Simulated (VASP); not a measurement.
Here is the system:

```yaml
crystal:
  lattice:
    - [3.86220, 0.00000, 0.00000]
    - [0.00000, 3.86220, 0.00000]
    - [0.00000, 0.00000, 3.86220]
  atoms:
    - { symbol: Sr, position: [0.00000, 0.00000, 0.00000] }
    - { symbol: Ti, position: [0.50000, 0.50000, 0.50000] }
    - { symbol: O, position: [0.50000, 0.00000, 0.50000] }
    - { symbol: O, position: [0.00000, 0.50000, 0.50000] }
    - { symbol: O, position: [0.50000, 0.50000, 0.00000] }
```

Calculation: LDA (Ceperley-Alder, Perdew-Zunger), VASP's LDA PAW potentials (set 64) (plane waves; VASP). Numerical set-up: 520 eV cut-off, 7×7×7 Γ-centred mesh, Gaussian smearing of 0.010 eV, potentials Sr_sv Ti_sv O.

The dielectric response may not be converged in the k-mesh; for small gaps it tends to come out too large.

Task: The job: SrTiO3 (cubic perovskite), 5 atoms, LDA, DFPT for ε, Born charges and Γ modes, 520 eV, 7×7×7 Γ-centred mesh. Roughly how much core time does it take on a busy server core?

Result: About 10 core-minutes (one run on a shared machine, a rough figure). It had 20 irreducible k-points, 24 bands, up to 1562 plane waves and 571 electronic steps.

The compound is SrTiO3 in the cubic perovskite structure, the ideal cubic form; the compound distorts at low or room temperature. It was relaxed first.
